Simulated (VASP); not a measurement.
```yaml
crystal:
  lattice:
    - [2.55274, -6.74570, 0.00000]
    - [2.55274, 6.74570, 0.00000]
    - [0.00000, 0.00000, 5.03073]
  atoms:
    - { symbol: Sb, position: [0.56400, 0.43600, 0.25000] }
    - { symbol: Sb, position: [0.43600, 0.56400, 0.75000] }
    - { symbol: Pt, position: [0.85475, 0.14525, 0.25000] }
    - { symbol: Pt, position: [0.14525, 0.85475, 0.75000] }
```

Method: PBE GGA, VASP's PBE PAW potentials (set 64) (plane waves; VASP 6.6.1). Numerical set-up: 300 eV cut-off, 3×3×3 Γ-centred mesh, Fermi-Dirac smearing of 0.10 eV, potentials Sb Pt.

At this cut-off the stress carries a Pulay error, which pulls relaxed volumes low.

Q: Give the force on each atom (eV/Å).

A: 
```csv
atom,Fx,Fy,Fz
Sb1,0.000,-0.163,0.000
Sb2,0.000,0.163,0.000
Pt3,0.000,-0.709,0.000
Pt4,0.000,0.709,0.000
```

Q: Give the stress tensor in GPa (positive for a compressed cell).

A: 
```
-10.50    0.00    0.00
  0.00   -9.67    0.00
  0.00    0.00   -9.61
```
The pressure is its mean diagonal, -9.93 GPa.

The structure was generated: SbPt was put into an ordered model structure, which need not be its known phase. The cell was not relaxed at this level. The k-mesh is coarse (spacing up to 0.44 per Å, 2π included), so the numbers may not be converged in it.
